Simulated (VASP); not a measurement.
An input for Ansatz (written as the equivalent of a VASP run, and not itself run):

Ansatz 0.2 input:
```yaml
crystal:
  lattice:
    - [0.0000000, 2.8995749, 2.8995749]
    - [2.8995749, 0.0000000, 2.8995749]
    - [2.8995749, 2.8995749, 0.0000000]
  atoms:
    - { symbol: Ca, position: [0.0000000, 0.0000000, 0.0000000] }
    - { symbol: Se, position: [0.5000000, 0.5000000, 0.5000000] }
kpoints:
  mp_grid: { grid: [8, 8, 8] }
hamiltonian:
  xc: r2scan
  dispersion: rvv10
  pseudopotentials: { kind: paw }
scf:
  occupations: { method: gaussian, width: 0.05 }
  max_iter: 100
output: { forces: true, stress: true, eigenvalues: true }
```

Write the VASP files for the same calculation (r2SCAN+rVV10).

One answer among several that fit: 
### POSCAR
```
CaSe
1
    0.0000000000     2.8995748818     2.8995748818
    2.8995748818     0.0000000000     2.8995748818
    2.8995748818     2.8995748818     0.0000000000
Ca Se
1 1
Direct
  0.0000000000   0.0000000000   0.0000000000
  0.5000000000   0.5000000000   0.5000000000
```

### KPOINTS
```
Regular mesh
0
G
 8 8 8
0 0 0
```

### INCAR
```
SYSTEM = CaSe
PREC = Accurate; ENCUT = 520; LREAL = .FALSE.
LASPH = .TRUE.
EDIFF = 1E-7; NELM = 100; ALGO = Normal
LMAXMIX = 4; LMIXTAU = .TRUE.
ISMEAR = 0; SIGMA = 0.05
METAGGA = R2SCAN; LUSE_VDW = .TRUE.; BPARAM = 11.95
CPARAM = 0.0093
ISIF = 2
LWAVE = .FALSE.; LCHARG = .FALSE.
```

POTCAR, in this order: Ca_sv Se (PBE.64 set). Program: vasp_std.

The two are equivalent in intent, not identical: each code has its own PAW files, so the cut-off isn't converted (ENCUT is set for VASP's; basis.ecutwfc is left out, and Ansatz then takes the one that its files recommend); Ansatz stops its SCF on the density residual and VASP on the energy change (EDIFF).

The compound is CaSe in the rock salt structure. This cell is one point of a volume scan, at 0.94 of the reference volume.
